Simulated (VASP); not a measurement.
Consider the following.

```
CELL_PARAMETERS angstrom
      1.22058    -2.11411     0.00000
      1.22058     2.11411     0.00000
      0.00000     0.00000     8.67975
ATOMIC_POSITIONS crystal
  C  0.00000 0.00000 0.25000
  C  0.00000 0.00000 0.75000
  C  0.33333 0.66667 0.25000
  C  0.66667 0.33333 0.75000
```

Calculation: TPSS meta-GGA, VASP's PBE PAW potentials (set 64) (plane waves; VASP). Settings: 520 eV cut-off, 10×10×3 Γ-centred mesh, Gaussian smearing of 0.050 eV, potentials C.

Without a dispersion term in the relaxation, distances and binding between the weakly bound layers, chains or molecules are unreliable, and so is what depends on them.

**Question.** The ions and cell shape at fixed volume are relaxed. Which structure does the run end with?

**Answer.** 
```
CELL_PARAMETERS angstrom
      1.23245    -2.13467     0.00000
      1.23245     2.13467     0.00000
      0.00000     0.00000     8.51337
ATOMIC_POSITIONS crystal
  C  0.00000 0.00000 0.25000
  C  0.00000 0.00000 0.75000
  C  0.33333 0.66667 0.25000
  C  0.66667 0.33333 0.75000
```
Space group P6_3/mmc (194), at a tolerance of 0.03 Å.

**Question.** How much energy does the relaxation gain?

**Answer.** The energy (σ→0) changes by -6.5 meV/atom, in 3 ionic steps.

The compound is C in the graphite structure. This cell is one point of a volume scan, at 0.97 of the reference volume. Symmetry was kept, so distortions that lower it aren't found.
